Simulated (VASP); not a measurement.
The system is Tl2Ge3.

```xyz
5
Lattice="3.9368 0.0000 0.0000 -1.9684 3.4093 0.0000 0.0000 0.0000 9.3917" Properties=species:S:1:pos:R:3 pbc="T T T"
Tl    0.0000    0.0000    1.3652
Tl    0.0000    0.0000    8.0266
Ge    0.0000    2.2729    4.6959
Ge    1.9684    1.1364    4.6959
Ge    0.0000    0.0000    4.6959
```

The cell was built by a generator and needn't be a form met in nature.

* Program: VASP 6.6.1
* Task: relaxation of cell and atoms
* Functional: LDA
* Potentials or basis: VASP PAW LDA potentials, release 64 (Tl_d, Ge_d)
* Cutoff: 600 eV
* k mesh: 8 × 8 × 3
* Occupations: gaussian, width 0.05 eV
* Spin: no spin polarisation

At the start: pressure 24.7 GPa; volume 25.21 Å³/atom.

Q: How do energy, volume and symmetry change on relaxing?

A: Over 15 steps the energy falls by 934.4 meV/atom and the volume is 31.90 Å³/atom (+26.5 %); space group P6/mmm (No. 191, to 0.05 Å).

The path:
```
step  energy change (eV)  largest force (eV/Å)  pressure (GPa)  volume (Å³)
   1              0.0000                1.3631           24.70       126.05
   2             -3.4338                1.3833           -4.54       207.06
   3             -4.0870                1.3543           -0.44       172.90
   4             -4.0919                1.3428           -1.28       176.69
   5             -4.0936                1.3473           -0.98       175.28
   6             -4.3035                1.1145           -1.03       171.60
   7             -4.6676                0.0674           -0.03       160.48
   8             -4.6679                0.1719            0.25       159.16
   9             -4.6697                0.0298            0.09       159.88
  10             -4.6696                0.0879            0.15       159.57
  11             -4.6703                0.1016           -0.10       160.33
  12             -4.6706                0.0984           -0.02       160.07
  13             -4.6715                0.0373           -0.05       160.03
  14             -4.6717                0.0020           -0.07       160.01
  15             -4.6718                0.0028            0.03       159.48
```

Final structure:
```
CELL_PARAMETERS angstrom
4.66934 0.00000 0.00000
-2.33467 4.04376 0.00000
0.00000 0.00000 8.44632
ATOMIC_POSITIONS crystal
Tl 0.00000 0.00000 0.17649
Tl 0.00000 0.00000 0.82351
Ge 0.33333 0.66667 0.50000
Ge 0.66667 0.33333 0.50000
Ge 0.00000 0.00000 0.50000
```

Caveat: the volume moved by over 15 % at a fixed basis, so the end points are rough.
